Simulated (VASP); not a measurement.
**KAg3Se2: single point with PBE**

KAg3Se2:

```
Ag K Se
1.0
     7.10872   -1.14974    2.01851
    -0.58086    6.10103    0.08999
     1.64271    0.74361    8.20784
Ag K Se
6 2 4
Direct
  0.14861 0.18627 0.72163
  0.31969 0.51581 0.22699
  0.15414 0.66706 0.56401
  0.42617 0.10498 0.31480
  0.33893 0.85258 0.79937
  0.78441 0.83753 0.63416
  0.85107 0.77005 0.07786
  0.65535 0.27087 0.85378
  0.10744 0.40640 0.01599
  0.03540 0.08960 0.29355
  0.52001 0.57659 0.50483
  0.86390 0.40707 0.38181
```

The cell was built by a generator and needn't be a form met in nature.

```yaml
Program: VASP 6.6.1
Task: single point
Functional: PBE
Potentials_or_basis: VASP PAW PBE potentials, release 64 (Ag, K_sv, Se)
Cutoff: 520 eV
k_mesh: 3 × 3 × 2
Occupations: fermi-dirac, width 0.05 eV
Spin: no spin polarisation
Dipole_correction: no
Further_INCAR_settings: ALGO = Fast; EDIFF = 1e-07; NBANDS = 66
```

```
Pressure               : -1.3 GPa
Largest force          : 1.800 eV/Å
Band gap on the k mesh : none (metal or under the smearing width)
```

Forces in eV/Å, atoms in the order of the input:
```
Ag   0.421 -0.018 -0.215
Ag  -0.029  0.153  0.251
Ag  -0.082  0.389  0.007
Ag  -0.422  0.069  0.362
Ag  -0.017 -0.586 -0.478
Ag   0.198 -0.079 -0.028
K   -0.268  0.112  0.109
K   -0.163  0.170 -0.063
Se   0.423 -0.139 -1.744
Se   0.770 -0.405  0.687
Se  -0.398  0.064 -0.034
Se  -0.434  0.268  1.147
```

Stress tensor (GPa, compression positive):
```
-2.07 -0.21 -2.06
-0.21 -1.62 -0.88
-2.06 -0.88 -0.36
```

Levels at points of the mesh, in eV from the Fermi level:
```tsv
k point	band 51	band 52	band 53	band 54	band 55	band 56	band 57	band 58
(0.00, 0.00, 0.00)	-1.53	-0.79	-0.53	-0.29	0.16	0.74	0.81	1.62
(0.00, 0.00, 0.50)	-1.52	-1.03	-0.46	-0.05	0.52	0.79	1.06	1.57
```

Run time: 7.9 min on 1 thread of Intel(R) Xeon(R) Platinum 8488C (Sapphire Rapids), with other jobs on the host, peak memory 0.52 GiB.

Caveat: the k mesh is coarse (spacing up to 0.43 Å⁻¹), so the values aren't converged.
